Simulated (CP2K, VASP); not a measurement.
This is a calculation of NaMg3O4 for VASP 6.6.1. The cell comes from a database or a generator and needn't be the stable form of this composition.

INCAR

```
PREC = Accurate
ENCUT = 520
EDIFF = 1E-6
ISMEAR = 0
SIGMA = 0.05
LREAL = False
LASPH = True
NELM = 100
ALGO = Normal
ISIF = 2
LWAVE = False
LCHARG = False
GGA = PE
```

File KPOINTS:

```
regular mesh
0
Gamma
  6 6 6
```

File POSCAR:

```
NaMg3O4
1.0
    4.3537536500      0.0000000000      0.0000000000
    0.0000000000      4.3537536500      0.0000000000
    0.0000000000      0.0000000000      4.3537536500
Mg Na O
3 1 4
Direct
    0.5000000000      0.5000000000      0.0000000000
    0.5000000000      0.0000000000      0.5000000000
    0.0000000000      0.5000000000      0.5000000000
    0.0000000000      0.0000000000      0.0000000000
    0.0000000000      0.5000000000      0.0000000000
    0.0000000000      0.0000000000      0.5000000000
    0.5000000000      0.5000000000      0.5000000000
    0.5000000000      0.0000000000      0.0000000000
```

Potentials or basis: VASP PAW PBE potentials, release 64 (Mg, Na_pv, O).

Command:

```bash
$ cat potpaw_PBE.64/Mg/POTCAR potpaw_PBE.64/Na_pv/POTCAR potpaw_PBE.64/O/POTCAR > POTCAR
$ mpirun -np 1 vasp_std > vasp.out
```

Task: Set up the same calculation for CP2K 2026.2. Potentials or basis there: POTENTIAL_UZH Mg GTH-PBE-q10, Na GTH-PBE-q9, O GTH-PBE-q6; TZVP-MOLOPT-PBE-GTH basis.

Result: As run (cutoffs and basis follow the program's own potentials, and thresholds, step limits or extra output files can differ):

namg3o4_scf.inp

```
&GLOBAL
  PROJECT namg3o4_scf
  RUN_TYPE ENERGY_FORCE
  PRINT_LEVEL LOW
&END GLOBAL
&FORCE_EVAL
  METHOD QS
  STRESS_TENSOR ANALYTICAL
  &DFT
    BASIS_SET_FILE_NAME BASIS_MOLOPT_UZH
    POTENTIAL_FILE_NAME POTENTIAL_UZH
    &MGRID
      CUTOFF 1400
      REL_CUTOFF 60
      NGRIDS 4
    &END MGRID
    &QS
      METHOD GPW
      EPS_DEFAULT 1.0E-10
    &END QS
    &KPOINTS
      SCHEME MONKHORST-PACK 6 6 6
      GAMMA_CENTERED T
      SYMMETRY T
      SYMMETRY_BACKEND SPGLIB
    &END KPOINTS
    &SCF
      SCF_GUESS ATOMIC
      EPS_SCF 1.0E-6
      MAX_SCF 100
      ADDED_MOS 22
      CHOLESKY OFF
      EPS_EIGVAL 1.0E-7
      &DIAGONALIZATION ON
        ALGORITHM STANDARD
      &END DIAGONALIZATION
      &MIXING ON
        METHOD BROYDEN_MIXING
        ALPHA 0.4
        BETA 1.5
        NBUFFER 8
      &END MIXING
      &SMEAR ON
        METHOD GAUSSIAN
        SIGMA [eV] 0.05
      &END SMEAR
    &END SCF
    &XC
      &XC_FUNCTIONAL PBE
      &END XC_FUNCTIONAL
    &END XC
    &PRINT
      &KPOINTS ON
      &END KPOINTS
      &MULLIKEN ON
      &END MULLIKEN
      &MO ON
        ENERGIES T
        OCCUPATION_NUMBERS T
        &EACH
          QS_SCF 0
        &END EACH
        ADD_LAST NUMERIC
      &END MO
      &LOWDIN ON
      &END LOWDIN
      &HIRSHFELD ON
        SHAPE_FUNCTION DENSITY
      &END HIRSHFELD
    &END PRINT
  &END DFT
  &SUBSYS
    &CELL
      A 4.3537536500 0.0000000000 0.0000000000
      B 0.0000000000 4.3537536500 0.0000000000
      C 0.0000000000 0.0000000000 4.3537536500
      PERIODIC XYZ
    &END CELL
    &COORD
      SCALED
      Mg  0.5000000000 0.5000000000 0.0000000000
      Mg  0.5000000000 0.0000000000 0.5000000000
      Mg  0.0000000000 0.5000000000 0.5000000000
      Na  0.0000000000 0.0000000000 0.0000000000
      O   0.0000000000 0.5000000000 0.0000000000
      O   0.0000000000 0.0000000000 0.5000000000
      O   0.5000000000 0.5000000000 0.5000000000
      O   0.5000000000 0.0000000000 0.0000000000
    &END COORD
    &KIND Mg
      BASIS_SET TZVP-MOLOPT-PBE-GTH-q10
      POTENTIAL GTH-PBE-q10
    &END KIND
    &KIND Na
      BASIS_SET TZVP-MOLOPT-PBE-GTH-q9
      POTENTIAL GTH-PBE-q9
    &END KIND
    &KIND O
      BASIS_SET TZVP-MOLOPT-PBE-GTH-q6
      POTENTIAL GTH-PBE-q6
    &END KIND
    &PRINT
      &ATOMIC_COORDINATES ON
      &END ATOMIC_COORDINATES
      &CELL ON
      &END CELL
    &END PRINT
  &END SUBSYS
  &PRINT
    &FORCES ON
    &END FORCES
    &STRESS_TENSOR ON
    &END STRESS_TENSOR
  &END PRINT
&END FORCE_EVAL
```

Potentials or basis: POTENTIAL_UZH Mg GTH-PBE-q10, Na GTH-PBE-q9, O GTH-PBE-q6; TZVP-MOLOPT-PBE-GTH basis.

Run with:

```bash
$ OMP_NUM_THREADS=1 cp2k.psmp -i namg3o4_scf.inp -o namg3o4_scf.out
```

Both were run:

|  | VASP | CP2K |
| --- | --- | --- |
| Pressure | -1.4 GPa | 1.2 GPa |

The potentials hold 37 and 63 valence electrons a cell.

Pressure is positive in compression.
